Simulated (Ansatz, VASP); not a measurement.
**Cross-check of TiSi2N4 (TiSi2N4 monolayer) between VASP and Ansatz**

Aim: how closely do two programs agree when they are given the same cell, functional and k mesh? The cell is taken from a series of runs on this material, whose earlier steps may have relaxed, scaled, displaced or heated it; both programs get it as it stands.

Main program and level: Ansatz 0.2.0; plane waves, with VASP 6.6.1 beside it; single point at PBE with D3(BJ).

**1. Set-up**

The cell holds 7 atoms: 4 N, 2 Si and 1 Ti. Its edges and angles: a = 2.921 Å, b = 2.921 Å, c = 24.873 Å, α = 90.0°, β = 90.0°, γ = 120.0°. Vacuum lies along c.

Coordinates:

```
N Si Ti
1.0
     2.92110    0.00000    0.00000
    -1.46055    2.52975    0.00000
     0.00000    0.00000   24.87279
N Si Ti
4 2 1
Direct
  0.00000 0.00000 0.36184
  0.33333 0.66667 0.45276
  0.33333 0.66667 0.54724
  0.00000 0.00000 0.63816
  0.33333 0.66667 0.38255
  0.33333 0.66667 0.61745
  0.00000 0.00000 0.50000
```

**2. Ansatz: single point, PBE with D3(BJ)**

Ansatz runs on its default PAW (the set named soft_2) files.

A single point gives forces, pressure and levels at one fixed geometry, so differences don't come from the geometry; what else differs is listed under the comparison.

Contents of input.yaml:

```yaml
crystal:
  lattice:
    - [2.9211030619, 0.0, 0.0]
    - [-1.460551531, 2.5297494587, 0.0]
    - [0.0, 0.0, 24.872785848]
  atoms:
    - { symbol: "N", position: [0.0, 0.0, 0.3618412531] }
    - { symbol: Si, position: [0.3333333333, 0.6666666667, 0.3825547936] }
    - { symbol: "N", position: [0.3333333333, 0.6666666667, 0.452763396] }
    - { symbol: Ti, position: [0.0, 0.0, 0.5] }
    - { symbol: "N", position: [0.3333333333, 0.6666666667, 0.547236604] }
    - { symbol: Si, position: [0.3333333333, 0.6666666667, 0.6174452064] }
    - { symbol: "N", position: [0.0, 0.0, 0.6381587469] }
kpoints:
  mp_grid: { grid: [18, 18, 1] }
  band_path:
    path: [[0, 0, 0], [0.5, 0, 0], [0.33333333, 0.33333333, 0], [0, 0, 0]]
    npoints: 16
hamiltonian:
  xc: pbe
  dispersion: d3bj
scf:
  occupations: { method: fermi_dirac, width: 0.05 }
  convergence: { dr2_threshold: 1.0e-10 }
efield:
  axis: 3
  dipole_correction: true
  ramp_position: 0.97
  ramp_width: 0.06
  amplitude: 0
output:
  dos: { projected: true, e_range: [-6, 5] }
  bader: true
  write_potential: true
  write_density: true
  volumetric_format: npy
  elf: true
```

On the command line:

```bash
ansatz run input.yaml --threads 2 --pin off --max-ram 3072MiB --backend cpu --events-out ev --progress --plain --runs-dir out
```

Numbers of over 12 decimals in the logs are rounded to 6 here.

What it wrote:

```text
Engine: ansatz 0.2.0, x86_64-unknown-linux-gnu
Pseudopotentials: kind: paw
Pseudopotential: N, paw, valence charge 5, recommended cutoff 420 eV (normal), N.paw.azcp
Pseudopotential: Si, paw, valence charge 4, recommended cutoff 420 eV (normal), Si.paw.azcp
Pseudopotential: Ti, paw, valence charge 12, recommended cutoff 420 eV (normal), Ti.paw.azcp
Functional definition: PBE
  parameter kappa = 0.804
  parameter beta = 0.066725
  exchange = pbe_x(kappa = kappa, mu = beta*pi^2/3)
  correlation = pbe_c(beta = beta)
Crystal: 7 atoms, lattice volume = 183.801 Å³
Basis set: ecut = 420 eV, 3551 PW (Γ)
Bands: 27, of which v1, the nominal top of the filled ones, is band 20 counted from 1 (19 counted from 0)
Symmetry: 6 space group operations
k-points: 37 of 324 (time reversal used)
Non-local potential: N, projectors of the file, l = 0: 2, l = 1: 2, l = 2: 1
Non-local potential: Si, projectors of the file, l = 0: 2, l = 1: 2, l = 2: 2
Non-local potential: Ti, projectors of the file, l = 0: 3, l = 1: 2, l = 2: 3, l = 3: 1
PAW form: soft (Blöchl's): semilocal exchange-correlation on the pseudo side does not see the compensation charge
PAW one-centre angular grid: N, 110 points (default); XC on 64 Gauss nodes
PAW one-centre angular grid: Si, 110 points (default); XC on 64 Gauss nodes
PAW one-centre angular grid: Ti, 590 points (default); XC on 64 Gauss nodes
Initial density: superposition of atomic densities (neutral atoms: chi_scale 0, normalization atom), corrected by the library's trained network
Initial wavefunctions: pseudopotential atomic-orbital guess
Functional: x = pbe(κ = 0.804, μ = 0.219515), c = pbe(β = 0.066725)
SCF iter   1: F=—  HF=-5316.229609 eV  |F-HF|=—  |Δ(HF+E_count)|=         —  Δρ=3.42e-3  dr2=9.68e-2  ethr=1.77e-3  p=0.000 e·Å  D=1.42e-13 V/Å  ΔV_dip=-0.00 eV  dr2_dipole=5.10e-9  V_vac-E_F(+/−)=5.11/5.11 eV  ⟨swp⟩=8.2  Hψ=6059  notcnv=0  defer=23
efield: sawtooth ramp at fractional position 0.9700 (set: `efield.ramp_position`, or a place that a band, a saddle search or an elastic batch's reference lends), width 0.0600; the density the first Hamiltonian is built on has a dipole p = 0.000 e·Å; the dipole correction subtracts the counter field D = 1.42e-13 V/Å, which shifts the + side's vacuum level by -0.00 eV against the − side's; the planar-averaged density in the ramp window peaks in size at 1.3e-5 e/Å³
preconditioner: auto → none  [insulator: Δε(μ)=1.552 eV  Ē_g=10.969 eV  σ=0.050 eV  W_gap=1.00  n_scr=16 (ndim 8)  ℏωp=15.5 eV  f_vac=0.597  D(μ)=0.00/eV (n_scr^D=0)  ε∞_Penn≈3.0]
SCF iter   2: F=—  HF=-5316.268935 eV  |F-HF|=—  |Δ(HF+E_count)|=   3.93e-2  Δρ=8.53e-3  dr2=4.26e-1  ethr=2.42e-4  p=-0.000 e·Å  D=-5.01e-5 V/Å  ΔV_dip=0.00 eV  dr2_dipole=2.21e-7  V_vac-E_F(+/−)=6.30/6.30 eV  ⟨swp⟩=4.6  Hψ=2606  notcnv=0  defer=64  recentre
SCF iter   3: F=—  HF=-5316.214666 eV  |F-HF|=—  |Δ(HF+E_count)|=   5.43e-2  Δρ=2.32e-3  dr2=2.11e-2  ethr=2.42e-4  p=0.000 e·Å  D=2.78e-5 V/Å  ΔV_dip=-0.00 eV  dr2_dipole=4.47e-8  V_vac-E_F(+/−)=5.56/5.56 eV  ⟨swp⟩=3.6  Hψ=1860  notcnv=0  defer=66
SCF iter   4: F=—  HF=-5316.214591 eV  |F-HF|=—  |Δ(HF+E_count)|=   7.53e-5  Δρ=1.23e-3  dr2=2.91e-3  ethr=5.27e-5  p=-0.000 e·Å  D=-9.56e-5 V/Å  ΔV_dip=0.00 eV  dr2_dipole=4.38e-7  V_vac-E_F(+/−)=5.85/5.85 eV  ⟨swp⟩=2.5  Hψ=1782  notcnv=0  defer=60
SCF iter   5: F=—  HF=-5316.215341 eV  |F-HF|=—  |Δ(HF+E_count)|=   7.50e-4  Δρ=3.48e-4  dr2=1.61e-4  ethr=7.27e-6  p=0.000 e·Å  D=1.57e-4 V/Å  ΔV_dip=-0.00 eV  dr2_dipole=1.43e-6  V_vac-E_F(+/−)=5.98/5.99 eV  ⟨swp⟩=2.4  Hψ=1573  notcnv=0  defer=60
SCF iter   6: F=—  HF=-5316.215619 eV  |F-HF|=—  |Δ(HF+E_count)|=   2.78e-4  Δρ=1.60e-4  dr2=1.34e-4  ethr=4.01e-7  p=-0.001 e·Å  D=-7.33e-4 V/Å  ΔV_dip=0.02 eV  dr2_dipole=3.05e-5  V_vac-E_F(+/−)=6.03/6.01 eV  ⟨swp⟩=2.6  Hψ=1752  notcnv=0  defer=60
SCF iter   7: F=—  HF=-5316.215628 eV  |F-HF|=—  |Δ(HF+E_count)|=   9.44e-6  Δρ=1.34e-4  dr2=1.36e-4  ethr=3.36e-7  p=0.001 e·Å  D=7.77e-4 V/Å  ΔV_dip=-0.02 eV  dr2_dipole=3.35e-5  V_vac-E_F(+/−)=6.01/6.03 eV  ⟨swp⟩=2.0  Hψ=1162  notcnv=0  defer=60
SCF iter   8: F=—  HF=-5316.215616 eV  |F-HF|=—  |Δ(HF+E_count)|=   1.22e-5  Δρ=5.74e-5  dr2=1.85e-5  ethr=3.36e-7  p=0.000 e·Å  D=2.54e-4 V/Å  ΔV_dip=-0.01 eV  dr2_dipole=4.38e-6  V_vac-E_F(+/−)=6.02/6.03 eV  ⟨swp⟩=1.2  Hψ=946  notcnv=0  defer=60
SCF iter   9: F=—  HF=-5316.215623 eV  |F-HF|=—  |Δ(HF+E_count)|=   6.85e-6  Δρ=1.28e-5  dr2=2.29e-7  ethr=4.62e-8  p=0.000 e·Å  D=4.62e-6 V/Å  ΔV_dip=-0.00 eV  dr2_dipole=7.33e-9  V_vac-E_F(+/−)=6.02/6.02 eV  ⟨swp⟩=2.1  Hψ=1128  notcnv=0  defer=60
SCF iter  10: F=—  HF=-5316.215643 eV  |F-HF|=—  |Δ(HF+E_count)|=   2.04e-5  Δρ=7.26e-6  dr2=2.55e-7  ethr=5.72e-10  p=0.000 e·Å  D=5.64e-5 V/Å  ΔV_dip=-0.00 eV  dr2_dipole=7.69e-8  V_vac-E_F(+/−)=6.02/6.03 eV  ⟨swp⟩=3.0  Hψ=1945  notcnv=0  defer=60
SCF iter  11: F=—  HF=-5316.215643 eV  |F-HF|=—  |Δ(HF+E_count)|=   3.00e-8  Δρ=3.89e-6  dr2=7.67e-8  ethr=5.72e-10  p=0.000 e·Å  D=8.75e-6 V/Å  ΔV_dip=-0.00 eV  dr2_dipole=9.39e-9  V_vac-E_F(+/−)=6.02/6.02 eV  ⟨swp⟩=2.0  Hψ=1318  notcnv=0  defer=60
SCF iter  12: F=—  HF=-5316.215643 eV  |F-HF|=—  |Δ(HF+E_count)|=   5.49e-9  Δρ=1.81e-6  dr2=1.04e-8  ethr=1.92e-10  p=0.000 e·Å  D=2.14e-6 V/Å  ΔV_dip=-0.00 eV  dr2_dipole=1.35e-10  V_vac-E_F(+/−)=6.02/6.02 eV  ⟨swp⟩=2.2  Hψ=1281  notcnv=0  defer=60
SCF iter  13: F=—  HF=-5316.215643 eV  |F-HF|=—  |Δ(HF+E_count)|=   1.16e-9  Δρ=5.39e-7  dr2=4.32e-10  ethr=2.61e-11  p=0.000 e·Å  D=6.57e-8 V/Å  ΔV_dip=-0.00 eV  dr2_dipole=1.23e-13  V_vac-E_F(+/−)=6.02/6.02 eV  ⟨swp⟩=2.2  Hψ=1300  notcnv=0  defer=60
SCF iter  14: F=-5316.215643 eV  HF=-5316.215643 eV  |F-HF|=3.64e-12  |Δ(HF+E_count)|=  2.85e-10  Δρ=1.82e-7  dr2=6.53e-11  ethr=1.00e-12  p=-0.000 e·Å  D=-1.50e-7 V/Å  ΔV_dip=0.00 eV  dr2_dipole=2.72e-13  V_vac-E_F(+/−)=6.02/6.02 eV  ⟨swp⟩=11.6  Hψ=3607  notcnv=0
SCF 1 converged in 14 iterations: F = -5316.215643 eV  dr2 = 6.53e-11
  greatest PAW one-centre occupation: 0.999 electrons in one spin orbital (limit 2), on the Ti atom at site 3 (counted from 0), in its partial waves of l = 0
NSCF: frozen V_eff on 49 k-points
efield: sawtooth ramp at fractional position 0.9700 (kept from the solve that this one continues, or follows in the run), width 0.0600; the density the first Hamiltonian is built on has a dipole p = -0.000 e·Å; the dipole correction subtracts the counter field D = -1.50e-7 V/Å, which shifts the + side's vacuum level by +0.00 eV against the − side's; the planar-averaged density in the ramp window peaks in size at 2.8e-6 e/Å³
WARN: The output density's exchange-correlation potential varies sharply where the density is thin. Do not read a vacuum level from v_tot or v_xc, or from such a field of the output density. On a cell that repeats whose density bears no net charge and no dipole along the vacuum's axis use v_es (v_loc + v_h of the components); under efield.dipole_correction with no amplitude use v_es + v_field, which holds any externa [...]
SCF converged after 14 iterations
Free energy (F): -5316.215643 eV
Harris-Foulkes:  -5316.215643 eV  (|F-HF|=3.64e-12)
Internal energy: -5316.215643 eV  (E = F + TS)
E sigma→0 (E₀):  -5316.215643 eV
Entropy (-TS):   -0.000000 eV (-0.000 meV/atom)
Fermi energy:    0.272455 eV
Dipole field:    D = 0.000001 V/Å  (p = 0.000001 e·Å, saw-weighted, corrected)
Work function:   Φ+ = 6.0245 eV   Φ− = 6.0245 eV
Levels:          The Fermi level and band energies are counted from a zero that moves with the ramp; work functions are not
--- Per-component energies (eV) ---
  E_band       = -520.872036
  E_kinetic    = 897.103381
  E_local      = -39704.736025  (includes V_loc(G=0)·N_el)
  E_nonlocal   = 235.041293
  E_hartree    = 19416.302303
  E_xc         = -454.662461
  E_vxc        = -529.716213  (∫ρ·V_xc dr)
  E_paw        = -2581.873679  (= ΣΔE_a)
  E_vpaw       = -251.170193  (= ΣTr[D̂ρ^β])
  E_aug_tail   = 0.000530  (compensation charges beyond the density's cutoff)
  E_efield     = 0.000000  (sawtooth field / dipole correction)
  E_vefield    = 0.000000  (∫n·V_field dr)
  E_ewald      = 16878.401188
  E_disp       = -1.792174  (pairwise vdW)
  E_smearing   = -0.000000  (= −TS)
  E_closure    = 0.000000  (closes the sum)
  Σ components = -5316.215643   (vs F -5316.215643, Δ=0.00e0)
--- Band table (eV; the first three rows and the last of 37) ---
  k-point 0: bands = [... 16 lower, -2.0893, -0.9516, -0.8140, -0.8140, 2.0211, 4.0776, 4.0776, 4.1842, ... 3 higher]
  k-point 1: bands = [... 16 lower, -2.0496, -1.0215, -0.8699, -0.7720, 2.0006, 4.0106, 4.0556, 4.1443, ... 3 higher]
  k-point 2: bands = [... 16 lower, -1.9365, -1.1858, -1.0236, -0.7552, 1.8832, 3.9281, 3.9394, 4.1133, ... 3 higher]
  k-point 36: bands = [... 16 lower, -3.0795, -2.7074, -1.0053, -0.3514, 1.4862, 2.9835, 4.3162, 4.7199, ... 3 higher]
--- Bader charges: 7 sites ---
  site symbol  charge [e]  shift [e]
     0      N     -2.2954     0.0102
     1     Si      3.0810     0.0133
     2      N     -1.7660     0.0023
     3     Ti      1.9607     0.0016
     4      N     -1.7660     0.0023
     5     Si      3.0811     0.0133
     6      N     -2.2954     0.0102
  estimated error of the sums over rays = 6.2e-4 e
```

In the SCF lines HF is the Harris–Foulkes energy and dr2 the Hartree energy of the density residual, in eV; the loop may stop once dr2 is under the threshold and the program's other checks hold. Hψ counts applications of the Hamiltonian.

**3. VASP: single point, PBE with D3(BJ)**

The same cell, functional, mesh and smearing now go to VASP, with its own data sets.

Lines of VASP's logs that name or quote its potential files are left out, and so is its time.

Contents of INCAR:

```
SYSTEM = TiSi2N4
PREC = Accurate
ENCUT = 520
EDIFF = 1E-06
NELM = 120
ISMEAR = -1
SIGMA = 0.05
LREAL = .FALSE.
ALGO = Normal
GGA = PE
IVDW = 12
NBANDS = 27
LASPH = .TRUE.
LORBIT = 11
LWAVE = .FALSE.
LCHARG = .FALSE.
ISIF = 2
LDIPOL = .TRUE.
IDIPOL = 3
DIPOL = 0.5 0.5 0.5
LVHAR = .TRUE.
GGA_COMPAT = .FALSE.
EFERMI = MIDGAP
NELMDL = -8
KPAR = 2
```

Contents of POSCAR:

```
TiSi2N4
1.0
    2.9211030619      0.0000000000      0.0000000000
   -1.4605515310      2.5297494587      0.0000000000
    0.0000000000      0.0000000000     24.8727858480
N Si Ti
4 2 1
Direct
    0.0000000000      0.0000000000      0.3618412531
    0.3333333333      0.6666666667      0.4527633960
    0.3333333333      0.6666666667      0.5472366040
    0.0000000000      0.0000000000      0.6381587469
    0.3333333333      0.6666666667      0.3825547936
    0.3333333333      0.6666666667      0.6174452064
    0.0000000000      0.0000000000      0.5000000000
```

Contents of KPOINTS:

```
Automatic mesh
0
Gamma
18 18 1
0 0 0
```

The projector-augmented-wave data sets are N, Si and Ti_sv (PBE family, release 64).

On the command line:

```bash
mpirun -np 2 vasp_std
```

What it wrote:

```text
[banner, memory and clock lines left out]
running    2 mpi-ranks, on    1 nodes
 distrk:  each k-point on    1 cores,    2 groups
 distr:  one band on    1 cores,    1 groups

 POSCAR found type information on POSCAR N SiTi
 POSCAR found :  3 types and       7 ions
 LDA part: xc-table for (Slater+PW92), standard interpolation
 POSCAR, INCAR and KPOINTS ok, starting setup
 FFT: planning ... GRIDC
 FFT: planning ... GRID_SOFT
 FFT: planning ... GRID
 WAVECAR not read
 entering main loop
       N       E                     dE             d eps       ncg     rms          rms(c)
DAV:   1     0.386704075898E+03    0.38670E+03   -0.19261E+04  2182   0.131E+03
DAV:   2    -0.146134651083E+02   -0.40132E+03   -0.38944E+03  2558   0.356E+02
DAV:   3    -0.687371294219E+02   -0.54124E+02   -0.53575E+02  2883   0.131E+02
DAV:   4    -0.720764366931E+02   -0.33393E+01   -0.33350E+01  3243   0.308E+01
DAV:   5    -0.722493184527E+02   -0.17288E+00   -0.17287E+00  2860   0.434E+00
DAV:   6    -0.722520583190E+02   -0.27399E-02   -0.27398E-02  2985   0.678E-01
DAV:   7    -0.722521880272E+02   -0.12971E-03   -0.12971E-03  2908   0.103E-01
DAV:   8    -0.722521893035E+02   -0.12764E-05   -0.12764E-05  3057   0.135E-02    0.263E+01
DAV:   9    -0.604660871386E+02    0.11786E+02   -0.67406E+01  2842   0.648E+01    0.134E+01
DAV:  10    -0.603640322738E+02    0.10205E+00   -0.32477E+01  2742   0.498E+01    0.100E+01
DAV:  11    -0.593530344161E+02    0.10110E+01   -0.21618E+00  2426   0.151E+01    0.388E+00
DAV:  12    -0.593376234525E+02    0.15411E-01   -0.97239E-01  3237   0.751E+00    0.205E+00
DAV:  13    -0.593087682369E+02    0.28855E-01   -0.15852E-01  2515   0.337E+00    0.774E-01
DAV:  14    -0.593072685203E+02    0.14997E-02   -0.22054E-02  2782   0.119E+00    0.346E-01
[...]
DAV:  23    -0.593069676057E+02   -0.13762E-04   -0.15383E-06  1722   0.684E-03    0.225E-03
DAV:  24    -0.593069853965E+02   -0.17791E-04   -0.12633E-06  1706   0.592E-03    0.177E-03
DAV:  25    -0.593069903377E+02   -0.49412E-05   -0.37003E-07  1477   0.363E-03    0.104E-03
DAV:  26    -0.593069925987E+02   -0.22610E-05   -0.99046E-08  1323   0.244E-03    0.513E-04
DAV:  27    -0.593069971092E+02   -0.45105E-05   -0.31561E-07  1519   0.203E-03    0.400E-04
DAV:  28    -0.593069981399E+02   -0.10306E-05   -0.40309E-08  1315   0.120E-03    0.290E-04
DAV:  29    -0.593069996607E+02   -0.15209E-05   -0.54904E-08  1428   0.839E-04    0.149E-04
DAV:  30    -0.593069998295E+02   -0.16878E-06   -0.84148E-09  1142   0.447E-04
   1 F= -.61098833E+02 E0= -.61098833E+02  d E =-.265116E-06
```

[end of part 1 of 2]

[Lines on the potential files, build, host, timing and source positions are cut from VASP's logs without a mark.]

[Logs are printed without paths, hosts, clocks, repeated set-up lines and the standing remarks that a program may print on its own settings, such as how far it seeks lower states.]

[Hosts, paths, dates, database ids (printed as entryN), source tags and the programs' standing remarks are cut or masked in the printed files.]
